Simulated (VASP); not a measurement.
BiB:

```
B Bi
1.0
    -0.13991    2.76801    2.76801
     2.76801   -0.13991    2.76801
     2.76801    2.76801   -0.13991
B Bi
1 1
Direct
  0.99750 0.99750 0.99750
  0.25250 0.25250 0.25250
```

The cell was built by a generator and needn't be a form met in nature.

The cell isn't the ideal one: epitaxial_111 strain +5.9%.

Base run:

| Item | Value |
| --- | --- |
| Program | VASP 6.6.1 |
| Functional | r2SCAN |
| Potentials or basis | VASP PAW PBE potentials, release 64 (B, Bi_d) |
| Cutoff | 520 eV |
| k mesh | 8 × 8 × 8 |
| Occupations | fermi-dirac, width 0.02 eV |
| Spin | no spin polarisation |

Its results: band gap on the k mesh none (metal or under the smearing width); pressure -5.8 GPa; largest force 0.007 eV/Å.

Task: The run is repeated on the same cell with these changes: functional from r2SCAN to PBE; further incar settings from ALGO = Normal; EDIFF = 1e-06; NBANDS = 16 to ALGO = Normal; EDIFF = 1e-07; NBANDS = 16. What comes out?

Result: Band gap on the k mesh none (metal or under the smearing width); pressure -4.5 GPa; largest force 0.026 eV/Å.

Caveats: spin-orbit coupling is left out, which moves the levels of the heavy elements; the PAW data sets were made with another functional, which shifts forces and pressure a little (some runs).

Not every run made on this cell is shown here.
